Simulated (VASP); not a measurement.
A convergence study with VASP on IrO2 (rutile): one setting is varied, all else stays as given below, so the limit is that of these other settings.

```
IrO2
1.0
    4.50000     0.00000     0.00000
    0.00000     4.50000     0.00000
    0.00000     0.00000     3.15000
Ir O
2 4
Direct
  0.00000   0.00000   0.00000
  0.50000   0.50000   0.50000
  0.30800   0.30800   0.00000
  0.80800   0.19200   0.50000
  0.19200   0.80800   0.50000
  0.69200   0.69200   0.00000
```

The numbers are results of PBEsol GGA, VASP's PBE PAW potentials (set 64) (plane waves; VASP), not measurements. The tightest run used: 700 eV cut-off, 11×11×15 Monkhorst-Pack mesh, first-order Methfessel-Paxton smearing of 0.10 eV, potentials Ir O.

Question: The settings run are 1×1×1 mesh; 1×1×2 mesh; 2×2×3 mesh; 3×3×4 mesh; 4×4×5 mesh; 4×4×6 mesh; 5×5×7 mesh; 6×6×8 mesh; 7×7×9 mesh; 7×7×10 mesh; 8×8×11 mesh; 9×9×12 mesh; 9×9×13 mesh; 10×10×14 mesh; 11×11×15 mesh. From which on does the energy per atom stay within 0.002 eV/atom of the tightest run?

Answer: From 6×6×8 mesh on: it is off by 0.0013 there and by no more than 0.002 in any finer run, while 5×5×7 mesh is off by 0.0032.
```csv
setting,E (eV/atom),pressure (GPa),irreducible k-points,difference judged (eV/atom)
1×1×1 mesh,-7.8099,-21.02,1,0.2147
1×1×2 mesh,-7.5427,-1.14,1,0.0525
2×2×3 mesh,-7.6096,-1.00,2,0.0144
3×3×4 mesh,-7.5898,-0.39,6,0.0054
4×4×5 mesh,-7.5935,-0.43,9,0.0017
4×4×6 mesh,-7.5944,-0.44,9,0.0008
5×5×7 mesh,-7.5919,-0.41,24,0.0032
6×6×8 mesh,-7.5939,-0.48,24,0.0013
7×7×9 mesh,-7.5946,-0.47,50,0.0006
7×7×10 mesh,-7.5944,-0.47,50,0.0008
8×8×11 mesh,-7.5949,-0.48,60,0.0002
9×9×12 mesh,-7.5946,-0.46,90,0.0005
9×9×13 mesh,-7.5948,-0.47,105,0.0004
10×10×14 mesh,-7.5950,-0.48,105,0.0001
11×11×15 mesh,-7.5952,-0.49,168,0.0000
```

Left out are rungs that failed or repeat a setting and relaxations that didn't move; long series are thinned to 24 rows.

The compound is IrO2 in the rutile structure. The cell was not relaxed at this level.
